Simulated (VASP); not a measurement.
Computed with PBEsol GGA, VASP's PBE PAW potentials (set 64) (plane waves; VASP 6.6.1).

VASP input:

POSCAR:
```
ZnNi
2.6615310
  0.9999998701   0.0000000000   0.0000000000
  0.0000000000   0.9999998701   0.0000000000
  0.0000000000   0.0000000000   1.2159842824
Zn Ni
1 1
Cart
  0.4999999350   0.4999999350   0.6079921412
  0.0000000000   0.0000000000   0.0000000000
```

KPOINTS:
```
Automatic mesh
0
Gamma
12 12 10
0 0 0
```

### INCAR
```
SYSTEM  =  ZnNi
PREC  =  Accurate; ENCUT  =  530; LREAL  =  .FALSE.
LASPH  =  .TRUE.
EDIFF  =  1E-7; NELM  =  100; ALGO  =  Normal
LMAXMIX  =  4
ISMEAR  =  1; SIGMA  =  0.1
GGA  =  PS
IBRION  =  6; NSW  =  1; ISIF  =  3
POTIM  =  0.015; NFREE  =  2
LWAVE  =  .FALSE.; LCHARG  =  .FALSE.
```

POTCAR, in this order: Zn Ni (PBE.64 set). Program: vasp_std.

Output

File OSZICAR:
```
...
DAV:  12    -0.827132318121E+01    0.67485E-09   -0.78752E-10  6629   0.429E-04
  12 F= -.82713232E+01 E0= -.82713425E+01  d E =0.580380E-04
       N       E                     dE             d eps       ncg     rms          rms(c)
DAV:   1    -0.834600318670E+01   -0.74680E-01   -0.12065E+00 15973   0.109E+01    0.181E+00
DAV:   2    -0.829555428677E+01    0.50449E-01   -0.41266E-02 15753   0.410E+00    0.103E+00
DAV:   3    -0.827137899591E+01    0.24175E-01   -0.30536E-02 18126   0.337E+00    0.162E-01
DAV:   4    -0.827141691002E+01   -0.37914E-04   -0.35990E-03 14520   0.951E-01    0.110E-01
DAV:   5    -0.827133026716E+01    0.86643E-04   -0.38437E-04 17201   0.484E-01    0.500E-02
DAV:   6    -0.827132390649E+01    0.63607E-05   -0.38285E-05 20094   0.173E-01    0.129E-02
DAV:   7    -0.827132338588E+01    0.52061E-06   -0.42765E-06 20117   0.451E-02    0.390E-03
DAV:   8    -0.827132316585E+01    0.22003E-06   -0.65099E-07 14448   0.156E-02    0.509E-04
DAV:   9    -0.827132317130E+01   -0.54497E-08   -0.30086E-08  6762   0.284E-03
  13 F= -.82713232E+01 E0= -.82713425E+01  d E =0.580615E-04
       N       E                     dE             d eps       ncg     rms          rms(c)
DAV:   1    -0.828328447397E+01   -0.11961E-01   -0.15423E+00 11200   0.111E+01    0.802E-01
DAV:   2    -0.827566950983E+01    0.76150E-02   -0.15923E-02  9555   0.241E+00    0.495E-01
DAV:   3    -0.827253985830E+01    0.31297E-02   -0.87813E-03 12664   0.206E+00    0.977E-02
DAV:   4    -0.827258570306E+01   -0.45845E-04   -0.12529E-03 10396   0.650E-01    0.247E-02
DAV:   5    -0.827260907006E+01   -0.23367E-04   -0.55516E-05 11489   0.120E-01    0.122E-02
DAV:   6    -0.827264225346E+01   -0.33183E-04   -0.29892E-06 11410   0.383E-02    0.361E-03
DAV:   7    -0.827265506376E+01   -0.12810E-04   -0.64223E-07 10129   0.187E-02    0.502E-04
DAV:   8    -0.827265536345E+01   -0.29969E-06   -0.34513E-08  4830   0.286E-03    0.277E-04
DAV:   9    -0.827265556695E+01   -0.20350E-06   -0.65800E-09  4536   0.120E-03    0.149E-04
DAV:  10    -0.827265558728E+01   -0.20337E-07   -0.25508E-09  4508   0.962E-04
  14 F= -.82726556E+01 E0= -.82726528E+01  d E =-.836592E-05
       N       E                     dE             d eps       ncg     rms          rms(c)
DAV:   1    -0.827196675445E+01    0.68881E-03   -0.34759E+00  9527   0.142E+01    0.776E-02
DAV:   2    -0.827273499772E+01   -0.76824E-03   -0.87046E-03  9499   0.124E+00    0.559E-02
DAV:   3    -0.827266871120E+01    0.66287E-04   -0.16588E-04 11242   0.312E-01    0.261E-02
DAV:   4    -0.827266008428E+01    0.86269E-05   -0.55628E-05 12961   0.163E-01    0.164E-02
DAV:   5    -0.827265661058E+01    0.34737E-05   -0.14307E-05  9779   0.694E-02    0.800E-03
DAV:   6    -0.827265562218E+01    0.98840E-06   -0.24622E-06 11242   0.465E-02    0.187E-03
DAV:   7    -0.827265559446E+01    0.27718E-07   -0.30083E-07  8385   0.885E-03
  15 F= -.82726556E+01 E0= -.82726528E+01  d E =-.843109E-05
       N       E                     dE             d eps       ncg     rms          rms(c)
DAV:   1    -0.827179647723E+01    0.85914E-03   -0.22142E+00  5411   0.115E+01    0.652E-02
DAV:   2    -0.827242906629E+01   -0.63259E-03   -0.70082E-03  5558   0.113E+00    0.442E-02
DAV:   3    -0.827239323289E+01    0.35833E-04   -0.10033E-04  6377   0.244E-01    0.217E-02
DAV:   4    -0.827238275293E+01    0.10480E-04   -0.30124E-05  7593   0.106E-01    0.120E-02
DAV:   5    -0.827238079683E+01    0.19561E-05   -0.94194E-06  5565   0.565E-02    0.617E-03
DAV:   6    -0.827238032225E+01    0.47457E-06   -0.19123E-06  6559   0.431E-02    0.110E-03
DAV:   7    -0.827238029188E+01    0.30373E-07   -0.17596E-07  3388   0.487E-03
  16 F= -.82723803E+01 E0= -.82723781E+01  d E =-.656021E-05
       N       E                     dE             d eps       ncg     rms          rms(c)
DAV:   1    -0.827119953399E+01    0.11808E-02   -0.44700E+00  5404   0.162E+01    0.108E-01
DAV:   2    -0.827248830832E+01   -0.12888E-02   -0.14768E-02  5495   0.165E+00    0.735E-02
DAV:   3    -0.827240819524E+01    0.80113E-04   -0.26968E-04  6167   0.419E-01    0.362E-02
DAV:   4    -0.827238813538E+01    0.20060E-04   -0.87615E-05  7162   0.167E-01    0.224E-02
DAV:   5    -0.827238175134E+01    0.63840E-05   -0.29635E-05  5411   0.101E-01    0.102E-02
DAV:   6    -0.827238038966E+01    0.13617E-05   -0.66149E-06  6496   0.803E-02    0.214E-03
DAV:   7    -0.827238033430E+01    0.55366E-07   -0.45093E-07  5103   0.108E-02
  17 F= -.82723803E+01 E0= -.82723781E+01  d E =-.659193E-05
       N       E                     dE             d eps       ncg     rms          rms(c)
DAV:   1    -0.827191968308E+01    0.46071E-03   -0.20843E+00  8820   0.121E+01    0.969E-02
DAV:   2    -0.827282937012E+01   -0.90969E-03   -0.10471E-02 10452   0.151E+00    0.888E-02
DAV:   3    -0.827275801364E+01    0.71356E-04   -0.30432E-04 12241   0.356E-01    0.544E-02
DAV:   4    -0.827268364453E+01    0.74369E-04   -0.14269E-04 10026   0.119E-01    0.232E-02
DAV:   5    -0.827267711357E+01    0.65310E-05   -0.19042E-05 11415   0.113E-01    0.462E-03
DAV:   6    -0.827267669662E+01    0.41695E-06   -0.12831E-06 12269   0.141E-02    0.157E-03
DAV:   7    -0.827267655245E+01    0.14417E-06   -0.11059E-07  6489   0.308E-03    0.521E-04
DAV:   8    -0.827267652208E+01    0.30370E-07   -0.29861E-08  4578   0.415E-03
  18 F= -.82726765E+01 E0= -.82726737E+01  d E =-.840120E-05
       N       E                     dE             d eps       ncg     rms          rms(c)
DAV:   1    -0.827160315931E+01    0.10734E-02   -0.30201E+00  8820   0.109E+01    0.171E-01
DAV:   2    -0.827317452856E+01   -0.15714E-02   -0.20112E-02 10045   0.168E+00    0.164E-01
DAV:   3    -0.827290877327E+01    0.26576E-03   -0.97395E-04 11752   0.590E-01    0.956E-02
DAV:   4    -0.827270648818E+01    0.20229E-03   -0.53075E-04 10089   0.240E-01    0.457E-02
DAV:   5    -0.827267790450E+01    0.28584E-04   -0.78199E-05 10115   0.152E-01    0.102E-02
DAV:   6    -0.827267656946E+01    0.13350E-05   -0.45613E-06 13148   0.319E-02    0.319E-03
DAV:   7    -0.827267652210E+01    0.47354E-07   -0.24238E-07  9036   0.515E-03
  19 F= -.82726765E+01 E0= -.82726738E+01  d E =-.826670E-05
       N       E                     dE             d eps       ncg     rms          rms(c)
DAV:   1    -0.827161360658E+01    0.10630E-02   -0.19632E+00  5047   0.886E+00    0.127E-01
DAV:   2    -0.827265474277E+01   -0.10411E-02   -0.12890E-02  5670   0.136E+00    0.114E-01
DAV:   3    -0.827252484005E+01    0.12990E-03   -0.58227E-04  6810   0.456E-01    0.692E-02
DAV:   4    -0.827239848173E+01    0.12636E-03   -0.15766E-04  5894   0.144E-01    0.245E-02
DAV:   5    -0.827238960311E+01    0.88786E-05   -0.25865E-05  6688   0.818E-02    0.522E-03
DAV:   6    -0.827238900413E+01    0.59898E-06   -0.11658E-06  7727   0.173E-02    0.205E-03
DAV:   7    -0.827238856518E+01    0.43895E-06   -0.17284E-07  4210   0.464E-03    0.726E-04
DAV:   8    -0.827238851280E+01    0.52380E-07   -0.35404E-08  2604   0.371E-03
  20 F= -.82723885E+01 E0= -.82723863E+01  d E =-.650915E-05
       N       E                     dE             d eps       ncg     rms          rms(c)
DAV:   1    -0.827075376485E+01    0.16348E-02   -0.39758E+00  5040   0.126E+01    0.194E-01
DAV:   2    -0.827309593818E+01   -0.23422E-02   -0.29601E-02  5645   0.208E+00    0.199E-01
DAV:   3    -0.827269934227E+01    0.39660E-03   -0.15302E-03  6526   0.747E-01    0.108E-01
DAV:   4    -0.827241177525E+01    0.28757E-03   -0.32991E-04  6239   0.220E-01    0.386E-02
DAV:   5    -0.827238881215E+01    0.22963E-04   -0.67748E-05  6867   0.134E-01    0.661E-03
DAV:   6    -0.827238856376E+01    0.24839E-06   -0.19732E-06  7557   0.264E-02    0.329E-03
DAV:   7    -0.827238849754E+01    0.66224E-07   -0.26308E-07  3843   0.763E-03
  21 F= -.82723885E+01 E0= -.82723864E+01  d E =-.629685E-05
```

OUTCAR:
```
------------------------ aborting loop because EDIFF is reached ----------------------------------------
  FORCE on cell =-STRESS in cart. coord.  units (eV):
  Direction    XX          YY          ZZ          XY          YZ          ZX
  --------------------------------------------------------------------------------------
  Total        0.0924884      0.0924884      0.1175780      0.0000000      0.0000000      0.0000000
  in kB        6.4636151      6.4636151      8.2170191      0.0000000      0.0000000      0.0000000
  external PRESSURE =       7.0480831 kB  Pullay stress =       0.0000000 kB
  volume of cell :       22.93
      direct lattice vectors                 reciprocal lattice vectors
     2.661530654  0.000000000  0.000000000     0.375723645  0.000000000  0.000000000
     0.000000000  2.661530654  0.000000000     0.000000000  0.375723645  0.000000000
     0.000000000  0.000000000  3.236379863     0.000000000  0.000000000  0.308987215
 POSITION                                       TOTAL-FORCE (eV/Angst)
 -----------------------------------------------------------------------------------
      1.33077      1.33077      1.61819        -0.000000      0.000000     -0.123396
      0.00000      0.00000     -0.01500         0.000000      0.000000      0.123396
 -----------------------------------------------------------------------------------
    total drift:                                0.000002      0.000000     -0.000140
  FREE ENERGIE OF THE ION-ELECTRON SYSTEM (eV)
  ---------------------------------------------------
  free  energy   TOTEN  =        -8.2723884975 eV

  energy  without entropy=       -8.2723822007  energy(sigma->0) =       -8.27238640

   1 f  =    8.074927 THz    50.736261 2PiTHz  269.350560 cm-1    33.395198 meV
             X         Y         Z           dx          dy          dz
      1.330765  1.330765  1.618190     0.000000    0.000000   -0.688631
      0.000000  0.000000  0.000000     0.000000    0.000000    0.725112

   2 f  =    6.736839 THz    42.328805 2PiTHz  224.716748 cm-1    27.861313 meV
             X         Y         Z           dx          dy          dz
      1.330765  1.330765  1.618190     0.000000   -0.690188    0.000000
      0.000000  0.000000  0.000000     0.000000    0.723630    0.000000

   3 f  =    6.736839 THz    42.328805 2PiTHz  224.716748 cm-1    27.861313 meV
             X         Y         Z           dx          dy          dz
      1.330765  1.330765  1.618190    -0.690188    0.000000    0.000000
      0.000000  0.000000  0.000000     0.723630   -0.000000    0.000000

   4 f/i=    0.009799 THz     0.061567 2PiTHz    0.326850 cm-1     0.040524 meV
             X         Y         Z           dx          dy          dz
      1.330765  1.330765  1.618190     0.000000    0.000000    0.725112
      0.000000  0.000000  0.000000     0.000000    0.000000    0.688631

   5 f/i=    0.022657 THz     0.142360 2PiTHz    0.755767 cm-1     0.093703 meV
             X         Y         Z           dx          dy          dz
      1.330765  1.330765  1.618190    -0.723630   -0.000219    0.000000
      0.000000  0.000000  0.000000    -0.690188   -0.000209    0.000000

   6 f/i=    0.022657 THz     0.142360 2PiTHz    0.755767 cm-1     0.093703 meV
             X         Y         Z           dx          dy          dz
      1.330765  1.330765  1.618190     0.000219   -0.723630    0.000000
      0.000000  0.000000  0.000000     0.000209   -0.690188    0.000000

 ELASTIC MODULI CONTR FROM IONIC RELAXATION (kBar)
 Direction    XX          YY          ZZ          XY          YZ          ZX
 --------------------------------------------------------------------------------
 XX           0.0000      0.0000      0.0000      0.0000      0.0000      0.0000
 YY           0.0000      0.0000      0.0000      0.0000      0.0000      0.0000
 ZZ           0.0000      0.0000      0.0000      0.0000      0.0000      0.0000
 XY           0.0000      0.0000      0.0000      0.0000      0.0000      0.0000
 YZ           0.0000      0.0000      0.0000      0.0000      0.0000      0.0000
 ZX           0.0000      0.0000      0.0000      0.0000      0.0000      0.0000
 --------------------------------------------------------------------------------

 TOTAL ELASTIC MODULI (kBar)
 Direction    XX          YY          ZZ          XY          YZ          ZX
 --------------------------------------------------------------------------------
 XX        2653.9824   1047.0232   1537.2483      0.0000     -0.0000      0.0000
 YY        1047.0232   2653.9824   1537.2483      0.0000     -0.0000      0.0000
 ZZ        1537.2483   1537.2483   2107.4109      0.0000     -0.0000      0.0000
 XY           0.0000      0.0000      0.0000    762.8519      0.0000      0.0000
 YZ          -0.0000     -0.0000     -0.0000      0.0000   1222.3852      0.0000
 ZX           0.0000      0.0000      0.0000      0.0000      0.0000   1222.3850
 --------------------------------------------------------------------------------
```
(Selected blocks of OUTCAR.)

Finite-difference elastic constants of metals are sensitive to mesh and smearing; shear constants can be off by tens of GPa.

The structure comes from a measured ZnNi entry (P4/mmm) of the Crystallography Open Database, whose conditions weren't checked. It was relaxed first, which changed the volume by -6 %. The run is not spin-polarised, so no magnetic state was tried.
